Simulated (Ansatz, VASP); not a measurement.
This is a calculation of CsSi2 for Ansatz 0.2.0.

input.yaml

```yaml
crystal:
  lattice:
    - [6.37157, 0.0, 0.0]
    - [-3.18578, 5.51794, 0.0]
    - [0.0, 0.0, 4.47866]
  atoms:
    - { symbol: Cs, position: [0.0, 0.0, 0.0] }
    - { symbol: Si, position: [0.66667, 0.33333, 0.25039] }
    - { symbol: Si, position: [0.66667, 0.33333, 0.74961] }
hamiltonian:
  xc: { exchange: pbe, correlation: pbe, exx: { coeff: 0.1, omega: 0.2 } }
  pseudopotentials: { kind: paw }
kpoints:
  mp_grid: { grid: [3, 3, 3] }
scf:
  occupations: { method: fermi_dirac, width: 0.05 }
output:
  forces: true
  stress: true
  eigenvalues: true
```

Potentials or basis: Ansatz PAW.

Command:

```sh
$ ansatz run input.yaml --threads 1 --pin off --max-ram 3584MiB --backend cpu --events-out ev --progress --plain --runs-dir out
```

Q: Set up the same calculation for VASP 6.6.1. Potentials there: VASP PAW PBE potentials, release 64 (Cs_sv, Si).

A: As run (the cutoff follows the program's own potentials):

Contents of POSCAR:

```
CsSi2
1.0
    6.3715700000      0.0000000000      0.0000000000
   -3.1857800000      5.5179400000      0.0000000000
    0.0000000000      0.0000000000      4.4786600000
Cs Si
1 2
Direct
    0.0000000000      0.0000000000      0.0000000000
    0.6666700000      0.3333300000      0.2503900000
    0.6666700000      0.3333300000      0.7496100000
```

File INCAR.step1:

```
PREC = Accurate
ENCUT = 520
EDIFF = 1E-5
ISMEAR = -1
SIGMA = 0.05
LREAL = False
LASPH = True
NELM = 100
ALGO = Normal
ISIF = 2
LWAVE = True
GGA = PE
```

The input INCAR.step2:

```
PREC = Accurate
ENCUT = 520
EDIFF = 1E-7
ISMEAR = -1
SIGMA = 0.05
LREAL = False
LASPH = True
NELM = 100
ALGO = Normal
ISIF = 2
LWAVE = False
LCHARG = False
GGA = PE
LHFCALC = True
HFSCREEN = 0.2
AEXX = 0.1
PRECFOCK = Fast
ISTART = 1
```

File KPOINTS:

```
Automatic mesh
0
Gamma
  3 3 3
```

Potentials or basis: VASP PAW PBE potentials, release 64 (Cs_sv, Si).

Run with:

```bash
$ cat potpaw_PBE.64/Cs_sv/POTCAR potpaw_PBE.64/Si/POTCAR > POTCAR
$ cp INCAR.step1 INCAR
$ mpirun -np 1 vasp_std > vasp.out
$ cp INCAR.step2 INCAR
$ mpirun -np 1 vasp_std > vasp.out
```

Both were run:

|  | VASP | Ansatz | Ansatz less VASP |
| --- | --- | --- | --- |
| gap on the k mesh at the Fermi level (eV) | none | none | - |
| pressure (GPa) | 0.2 | 0.3 | +0.02 |
| largest component of the traceless stress (GPa) | 0.56 | 0.61 | +0.046 |
| rms of the force components (eV/Å) | 0.010 | 0.011 | +0.0007 |

Atom by atom the forces differ by 0.001 eV/Å (rms over components). A gap of «none» marks a metal or a gap that the smearing closes. With one functional, cell and mesh, what is left measures potentials, basis and numerics.

Caveats: the k mesh is coarse (spacing up to 0.47 Å⁻¹), so the values aren't converged, least of all with exact exchange; the PAW data sets were made with another functional, which shifts forces and pressure a little (VASP); the PAW data sets come from PBE, with cores solved anew for the run's functional, which leaves a small shift of forces and pressure (Ansatz); the thresholds are loose for stress (Ansatz). The runs have no spin-orbit coupling, so splittings on Cs are missing.
